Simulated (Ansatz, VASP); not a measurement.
**ZnCo2 in VASP and in Ansatz**

```
CELL_PARAMETERS angstrom
2.48868 0.00000 0.00000
-1.24434 2.15526 0.00000
0.00000 0.00000 6.00582
ATOMIC_POSITIONS crystal
Zn 0.00000 0.00000 0.00000
Co 0.33333 0.66667 0.65482
Co 0.66667 0.33333 0.34518
```

Alike in both runs: functional LDA; k mesh 18 × 18 × 8; occupations gaussian, width 0.1 eV; collinear spin.

Ansatz relaxed the structure, and its values are those at the end. VASP's run is a single point on that final structure, the one shown.

```csv
,VASP,Ansatz
version,VASP 6.6.1,Ansatz 0.2.0
potentials or method,"VASP PAW LDA potentials, release 64 (Zn, Co)","scalar-relativistic, plane waves, PAW"
plane-wave cutoff (eV),520,420
valence electrons in the cell,30,46
```

```csv
,VASP,Ansatz,Ansatz less VASP
gap on the k mesh at the Fermi level (eV),none,none,-
pressure (GPa),-0.3,0.0,+0.28
rms of the force components (eV/Å),0.022,0.000,-0.0216
net moment per atom (μB),0.81,0.85,+0.041
size of the moment on the site where the two differ most (μB),1.24,1.33,+0.093
```

Site moments also hang on the region over which each program counts them. A gap of «none» marks a metal or a gap that the smearing closes. The two sets of potentials don't hold the same shells in valence.
